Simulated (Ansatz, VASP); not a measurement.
## Cross-check of Nb2NO2 between VASP and Ansatz

One calculation is typed for both programs; each brings its own data sets. How far apart do they land? The structure shown is the start of the Ansatz relaxation below; VASP solves that cell, so the two are compared at the walk's first step.

Method: plane waves, with VASP 6.6.1 beside it; single point at PBEsol, in Ansatz 0.2.0.

## (1) The starting structure

The cell holds 10 atoms: 2 N, 4 Nb and 4 O. Cell: a = 3.100 Å, b = 5.369 Å, c = 32.600 Å, α = 90.0°, β = 90.0°, γ = 90.0°. It derives from Nb2NO2. Vacuum lies along c.

## (2) Ansatz: relaxation, PBEsol

Ansatz runs on its PAW soft_1 files.

The two programs are compared at the cell with which this relaxation starts, whose forces are those of its first step.

File input.yaml:

```yaml
crystal:
  lattice:
    - [3.0996796169, 0.0, 0.0]
    - [1.0e-10, 5.3688025837, 0.0]
    - [0.0, 0.0, 32.6]
  atoms:
    - { symbol: "N", position: [0.5, 0.5147917462, 0.3070449544] }
    - { symbol: "N", position: [0.0, -0.0147917462, 0.3064519781] }
    - { symbol: Nb, position: [0.0, 0.3263354519, 0.3415836296] }
    - { symbol: Nb, position: [0.5, 0.8403312147, 0.3451644568] }
    - { symbol: Nb, position: [0.5, 0.1736645481, 0.2719133029] }
    - { symbol: Nb, position: [1.0, 0.6596687853, 0.2683324758] }
    - { symbol: O, position: [0.5, 0.1640807776, 0.3767597222] }
    - { symbol: O, position: [1.0, 0.6692525558, 0.3755555656] }
    - { symbol: O, position: [0.0, 0.3359192224, 0.2367372103] }
    - { symbol: O, position: [0.5, 0.8307474442, 0.2379413669] }
  periodic: [true, true, false]
kpoints:
  mp_grid: { grid: [12, 8, 1] }
hamiltonian:
  xc: pbesol
  pseudopotentials: { kind: paw, azcp: { folder: soft_1 }, xc_functional: pbe }
scf:
  occupations: { method: methfessel_paxton, width: 0.2 }
output:
  forces: true
  stress: true
  eigenvalues: true
  write_density: true
  write_potential: true
  elf: true
  volumetric_format: npy
relax:
  adjacent_minimum: "off"
  f_tol: 0.002
  max_steps: 120
  cell: { stress_2d_tol: 0.005 }
```

Run with:

```sh
> ansatz run input.yaml --threads 4 --pin off --max-ram 16384MiB --backend cpu --events-out ev --progress --plain --runs-dir out
```

Numbers of over 12 decimals in the logs are rounded to 6 here.

Log:

```text
Engine: ansatz 0.2.0, aarch64-unknown-linux-gnu
Pseudopotentials: kind: paw
Pseudopotential: N, paw, valence charge 5, recommended cutoff 420 eV (normal), soft_1/N.paw.azcp
Pseudopotential: Nb, paw, valence charge 13, recommended cutoff 420 eV (normal), soft_1/Nb.paw.azcp
Pseudopotential: O, paw, valence charge 6, recommended cutoff 420 eV (normal), soft_1/O.paw.azcp
Functional definition: PBEsol
  exchange = pbesol_x
  correlation = pbesol_c
Crystal: 10 atoms, lattice volume = 542.515 Å³
Basis set: ecut = 420 eV, 10599 PW (Γ), exchange–correlation on 48×72×450 points (8 copies of the dense FFT grid, shifted against one another)
Bands: 53, of which v1, the nominal top of the filled ones, is band 43 counted from 1 (42 counted from 0)
Symmetry: 4 space group operations
Space group: P21/m (ITA 11), of the structure as read, at distance tolerance 8.2e-5 Å
k-points: 35 of 96
Non-local potential: N, projectors of the file, l = 0: 2, l = 1: 2, l = 2: 1
Non-local potential: Nb, projectors of the file, l = 0: 3, l = 1: 2, l = 2: 2, l = 3: 1
Non-local potential: O, projectors of the file, l = 0: 2, l = 1: 2, l = 2: 1
PAW form: soft (Blöchl's): semilocal exchange-correlation on the pseudo side does not see the compensation charge
PAW frozen core: N, regenerated for the run's functional, and the local potential with it (the file was generated under x = pbe(κ = 0.804, μ = 0.219515), c = pbe(β = 0.066725))
PAW frozen core: Nb, regenerated for the run's functional, and the local potential with it (the file was generated under x = pbe(κ = 0.804, μ = 0.219515), c = pbe(β = 0.066725))
PAW frozen core: O, regenerated for the run's functional, and the local potential with it (the file was generated under x = pbe(κ = 0.804, μ = 0.219515), c = pbe(β = 0.066725))
PAW one-centre angular grid: N, 110 points (default); XC on 64 Gauss nodes
PAW one-centre angular grid: Nb, 590 points (default); XC on 64 Gauss nodes
PAW one-centre angular grid: O, 110 points (default); XC on 64 Gauss nodes
Initial density: superposition of atomic densities (neutral atoms: chi_scale 0, normalization atom)
Initial wavefunctions: pseudopotential atomic-orbital guess
Functional: x = pbesol(κ = 0.804, μ = 0.123457), c = pbesol(β = 0.046)
SCF iter   1: F=—  HF=-21007.871630 eV  |F-HF|=—  |Δ(HF+E_count)|=         —  Δρ=9.54e-2  dr2=5.96e1  ethr=3.10e-3  ⟨swp⟩=10.9  Hψ=12414  notcnv=0
preconditioner: auto → LDOS  [metal: Δε(μ)=0.013 eV  Ē_g=12.301 eV  σ=0.200 eV  W_gap=0.05  n_scr=54 (ndim 8)  ℏωp=11.7 eV  f_vac=0.761  D(μ)=2.89/eV (n_scr^D=10)  β→1.0]
SCF iter   2: F=—  HF=-21003.385264 eV  |F-HF|=—  |Δ(HF+E_count)|=    4.49e0  S|Δr|=    0.00e0  Δρ=1.15e-1  dr2=6.58e1  ethr=3.10e-3  ⟨swp⟩=7.0  Hψ=7263  notcnv=0  defer=77
SCF iter   3: F=—  HF=-20991.687312 eV  |F-HF|=—  |Δ(HF+E_count)|=    1.17e1  S|Δr|=    0.00e0  Δρ=1.22e-2  dr2=9.45e-1  ethr=3.10e-3  ⟨swp⟩=5.6  Hψ=6546  notcnv=0  defer=36
SCF iter   4: F=—  HF=-20991.514413 eV  |F-HF|=—  |Δ(HF+E_count)|=   1.73e-1  S|Δr|=    0.00e0  Δρ=4.20e-3  dr2=1.64e-1  ethr=1.10e-3  ⟨swp⟩=3.5  Hψ=4655  notcnv=0  defer=63
SCF iter   5: F=—  HF=-20991.490172 eV  |F-HF|=—  |Δ(HF+E_count)|=   2.42e-2  S|Δr|=    0.00e0  Δρ=1.98e-3  dr2=3.15e-2  ethr=1.91e-4  ⟨swp⟩=3.1  Hψ=3757  notcnv=0  defer=63
SCF iter   6: F=—  HF=-20991.484286 eV  |F-HF|=—  |Δ(HF+E_count)|=   5.89e-3  S|Δr|=    0.00e0  Δρ=2.44e-4  dr2=3.78e-4  ethr=3.66e-5  ⟨swp⟩=3.2  Hψ=4099  notcnv=0  defer=63
SCF iter   7: F=—  HF=-20991.484143 eV  |F-HF|=—  |Δ(HF+E_count)|=   1.43e-4  S|Δr|=    0.00e0  Δρ=8.15e-5  dr2=3.45e-5  ethr=4.40e-7  ⟨swp⟩=3.9  Hψ=4743  notcnv=0  defer=63
SCF iter   8: F=—  HF=-20991.484187 eV  |F-HF|=—  |Δ(HF+E_count)|=   4.41e-5  S|Δr|=    0.00e0  Δρ=4.35e-5  dr2=1.41e-5  ethr=4.01e-8  ⟨swp⟩=3.5  Hψ=4537  notcnv=0  defer=63
SCF iter   9: F=—  HF=-20991.484186 eV  |F-HF|=—  |Δ(HF+E_count)|=   9.50e-7  S|Δr|=    0.00e0  Δρ=8.99e-6  dr2=2.41e-7  ethr=1.64e-8  ⟨swp⟩=3.0  Hψ=3892  notcnv=0  defer=63
SCF iter  10: F=-20991.484187 eV  HF=-20991.484187 eV  |F-HF|=9.97e-8  |Δ(HF+E_count)|=   6.74e-7  S|Δr|=    0.00e0  Δρ=3.18e-6  dr2=4.12e-8  ethr=1.16e-10  ⟨swp⟩=34.8  Hψ=26774  notcnv=0
SCF 1 converged in 10 iterations: F = -20991.484187 eV  dr2 = 4.12e-8
  greatest PAW one-centre occupation: 0.998 electrons in one spin orbital (limit 2), on the Nb atom at site 5 (counted from 0), in its partial waves of l = 0
relax step   1: F+E_penalty+E_count = -20991.48418693 eV  Δ(F+E_penalty+E_count) = +0.000e0 eV  max|allowed force component| = 2.860e-1 eV/Å  Δτ_max = 0.0000 Å  P = +0.225 N/m  Ω = 542.515 Å³  fix = [c, alpha, beta]  reactions: c -0.000 N/m; alpha -0.000 N/m/rad  (10 SCF iters, dr2 threshold 1.00e-7 eV, accepted)
Crystal: 10 atoms, lattice volume = 542.642 Å³
[...]
SCF iter   7: F=-20991.617213 eV  HF=-20991.617213 eV  |F-HF|=1.71e-10  |Δ(HF+E_count)|=  9.24e-10  S|Δr|=    0.00e0  Δρ=8.32e-9  dr2=3.58e-13  ethr=1.00e-12  ⟨swp⟩=12.2  Hψ=14578  notcnv=0
SCF 18 converged in 7 iterations: F = -20991.617213 eV  dr2 = 3.58e-13
relax step  18: F+E_penalty+E_count = -20991.61721337 eV  Δ(F+E_penalty+E_count) = -4.734e-5 eV  max|allowed force component| = 7.216e-4 eV/Å  Δτ_max = 0.0000 Å  P = -0.000 N/m  Ω = 544.679 Å³  fix = [c, alpha, beta]  reactions: c +0.000 N/m; alpha +0.000 N/m/rad  stress off target by 1.26e-3 N/m on what of the cell is left free  SCF on the basis re-selected at this cell (its energy is not comparable with the rows above)  (7 SCF iters)
basis re-selected at this cell: Δ(F+E_penalty+E_count) = -4.734e-5 eV, ΔP = +0.000 N/m vs the last step (what re-selecting the basis moved, of the pressure what is left beyond the Pulay correction that the steps carried, after the strain that the cell walked since its last selection, with what the two solves' SCF thresholds leave and, on support functions, any second-order correction that the steps lacked; it is no m [...]
WARN: The output density's exchange-correlation potential varies sharply where the density is thin. Do not read a vacuum level from v_tot or v_xc, or from such a field of the output density. On a cell that repeats whose density bears no net charge and no dipole along the vacuum's axis use v_es (v_loc + v_h of the components); under efield.dipole_correction with no amplitude use v_es + v_field, which holds any externa [...]
SCF converged after 7 iterations
Stability not checked: this state was not tested for a lower state beside it, because cold or Methfessel-Paxton smearing, or corrected tetrahedra, fill the levels in a way that the test cannot read (fill_not_monotonic; see scf.lower_state_search)
Free energy (F): -20991.617213 eV
Harris-Foulkes:  -20991.617213 eV  (|F-HF|=1.71e-10)
Internal energy: -20991.621469 eV  (E = F + TS)
E sigma→0 (E₀):  -20991.618277 eV
Entropy (-TS):   0.004255 eV (0.426 meV/atom)
Fermi energy:    -5.259483 eV
Step filling:    the computed levels leave a gap of 0.0100 eV = 0.0 smearing widths at the electron count; against every level under it full and every level over it empty, smearing changes F+E_penalty+E_count by +1.544 meV and its σ→0 estimate by +0.480 meV
--- Per-component energies (eV) ---
  E_band       = -2106.024389
  E_kinetic    = 2429.417322
  E_local      = -256802.664259  (includes V_loc(G=0)·N_el)
  E_nonlocal   = 657.105982
  E_hartree    = 126805.640685
  E_xc         = -1063.161053
  E_vxc        = -1318.430435  (∫ρ·V_xc dr)
  E_paw        = -12975.330081  (= ΣΔE_a)
  E_vpaw       = -682.739314  (= ΣTr[D̂ρ^β])
  E_aug_tail   = 0.004943  (compensation charges beyond the density's cutoff)
  E_ewald      = 119956.412805
  E_core_change = 0.952187  (= ΣΔE_core)
  E_smearing   = 0.004255  (= −TS)
  E_closure    = -0.000000  (closes the sum)
  Σ components = -20991.617213   (vs F -20991.617213, Δ=0.00e0)
--- Forces (eV/Å), atoms counted from 1 ---
  atom   1  N      0.00000000     0.00006134    -0.00001903
  atom   2  N     -0.00000000    -0.00006134     0.00001903
  atom   3  Nb     0.00000000     0.00018077     0.00039805
  atom   4  Nb     0.00000000     0.00070015     0.00072161
  atom   5  Nb    -0.00000000    -0.00018077    -0.00039805
  atom   6  Nb    -0.00000000    -0.00070015    -0.00072161
  atom   7  O     -0.00000000    -0.00019186    -0.00022843
  atom   8  O     -0.00000000    -0.00039134    -0.00028452
  atom   9  O      0.00000000     0.00019186     0.00022843
  atom  10  O      0.00000000     0.00039134     0.00028452
  max |Σ_I F_I| component: 0.00e0 eV/Å
--- 2D stress c σ (N/m, compression-positive) ---
        0.000628      -0.000000      -0.000000
       -0.000000      -0.001259       0.000000
       -0.000000       0.000000       0.000000
  P = ½ c Tr σ = -0.0003 N/m
--- Band table (eV; the first three rows and the last of 35) ---
  k-point 0: bands = [... 39 lower, -8.8599, -7.4430, -6.6398, -5.9094, -5.4102, -4.3683, -4.1578, -4.0968, ... 6 higher]
  k-point 1: bands = [... 39 lower, -8.8409, -7.4529, -6.5896, -5.8226, -5.4308, -4.3283, -4.1804, -4.0695, ... 6 higher]
  k-point 2: bands = [... 39 lower, -8.8091, -7.4577, -6.5511, -5.6052, -5.4041, -4.2947, -4.2246, -3.9832, ... 6 higher]
  k-point 34: bands = [... 39 lower, -9.1493, -7.0821, -7.0821, -4.4936, -4.4936, -3.5674, -3.5674, -3.4165, ... 6 higher]
--- Relaxed structure (16 steps of the walk, 15 accepted, 2 SCFs on fresh bases) ---
  F+E_penalty+E_count = -20991.61721337 eV   max|allowed force component| = 7.216e-4 eV/Å   (the final SCF, on the basis selected at the relaxed cell)
  cell:  # Å, volume = 544.6793 Å³
    - [3.044898, -2.8357321012054165e-11, 0]
    - [5.110262453605697e-11, 5.487197, 0]
    - [0, 0, 32.6]
  atoms:
    - { symbol: N, position: [0.5, 0.525103, 0.306139] }
    - { symbol: N, position: [-1.8119786715254607e-18, -0.025103, 0.307358] }
    - { symbol: Nb, position: [2.2646543322230426e-18, 0.335468, 0.340216] }
    - { symbol: Nb, position: [0.5, 0.872459, 0.348274] }
    - { symbol: Nb, position: [0.500000, 0.164532, 0.273281] }
    - { symbol: Nb, position: [1.0, 0.627541, 0.265223] }
    - { symbol: O, position: [0.5, 0.176889, 0.378387] }
    - { symbol: O, position: [1.0, 0.673207, 0.374000] }
    - { symbol: O, position: [9.629158199682423e-19, 0.323111, 0.235110] }
    - { symbol: O, position: [0.5, 0.826793, 0.239497] }
```

[end of part 1 of 2]

[Lines on the potential files, build, host, timing and source positions are cut from VASP's logs without a mark.]

[Logs are printed without paths, hosts, clocks, repeated set-up lines and the standing remarks that a program may print on its own settings, such as how far it seeks lower states.]

[Hosts, paths, dates, database ids (printed as entryN), source tags and the programs' standing remarks are cut or masked in the printed files.]
